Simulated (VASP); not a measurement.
Consider the following.

```
Pd
1.0
    4.74517     0.00000     0.00000
    3.16344     3.53684     0.00000
    0.00000     0.00000    25.33602
Pd
12
Direct
  0.34527   0.34527   0.31731
  0.65008   0.65008   0.34568
  0.95502   0.95502   0.37852
  0.25074   0.25074   0.41585
  0.55010   0.55010   0.44866
  0.85067   0.85067   0.48294
  0.14933   0.14933   0.51706
  0.44990   0.44990   0.55134
  0.74926   0.74926   0.58415
  0.04498   0.04498   0.62148
  0.34992   0.34992   0.65432
  0.65473   0.65473   0.68269
```

Computed with PBEsol GGA, VASP's PBE PAW potentials (set 64) (plane waves; VASP). Run with PREC = Normal, 400 eV cut-off, 8×8×1 Γ-centred mesh, first-order Methfessel-Paxton smearing of 0.10 eV, potentials Pd.

Problem. What does the run give for the energy per atom (σ→0), band gap (on the k-mesh) with the smallest direct gap where there is one?

Solution. 
The band gap (on the k-mesh) is none (metal, semimetal or under 0.01 eV) and the energy per atom (σ→0) comes out as -5.601 eV/atom.

The absolute energy has meaning only against runs of the same code, potentials and settings.

The cell is a thin slab with vacuum, built from Pd (fcc): (210) face.
